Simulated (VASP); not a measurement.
A convergence study with VASP on SnTe (rock salt): one setting is varied, all else stays as given below, so the limit is that of these other settings.

```
CELL_PARAMETERS angstrom
      0.00000     3.16000     3.16000
      3.16000     0.00000     3.16000
      3.16000     3.16000     0.00000
ATOMIC_POSITIONS crystal
  Sn 0.00000 0.00000 0.00000
  Te 0.50000 0.50000 0.50000
```

Calculation: LDA (Ceperley-Alder, Perdew-Zunger), VASP's LDA PAW potentials (set 64) (plane waves; VASP). The tightest run used: 550 eV cut-off, 12×12×12 Monkhorst-Pack mesh, Gaussian smearing of 0.050 eV, potentials Sn_d Te.

The settings run are 1×1×1 mesh; 2×2×2 mesh; 3×3×3 mesh; 4×4×4 mesh; 5×5×5 mesh; 6×6×6 mesh; 7×7×7 mesh; 8×8×8 mesh; 9×9×9 mesh; 10×10×10 mesh; 11×11×11 mesh; 12×12×12 mesh. From which on does the stress (every component) stay within 0.1 GPa of the tightest run?

From 5×5×5 mesh on: it is off by 0.07 there and by no more than 0.1 in any finer run, while 4×4×4 mesh is off by 0.21.
```csv
setting,E (eV/atom),pressure (GPa),irreducible k-points,difference judged (GPa)
1×1×1 mesh,-0.9752,32.01,1,33.83
2×2×2 mesh,-4.7299,-3.35,2,1.53
3×3×3 mesh,-4.4574,-1.88,4,0.06
4×4×4 mesh,-4.4095,-1.61,10,0.21
5×5×5 mesh,-4.4124,-1.89,10,0.07
6×6×6 mesh,-4.4097,-1.85,28,0.03
7×7×7 mesh,-4.4119,-1.90,20,0.08
8×8×8 mesh,-4.4100,-1.83,60,0.01
9×9×9 mesh,-4.4103,-1.84,35,0.02
10×10×10 mesh,-4.4095,-1.82,110,0.00
11×11×11 mesh,-4.4096,-1.82,56,0.00
12×12×12 mesh,-4.4094,-1.82,182,0.00
```

Left out are rungs that failed or repeat a setting and relaxations that didn't move; long series are thinned to 24 rows.

The compound is SnTe in the rock salt structure, which distorts at low temperature. The cell was not relaxed at this level.
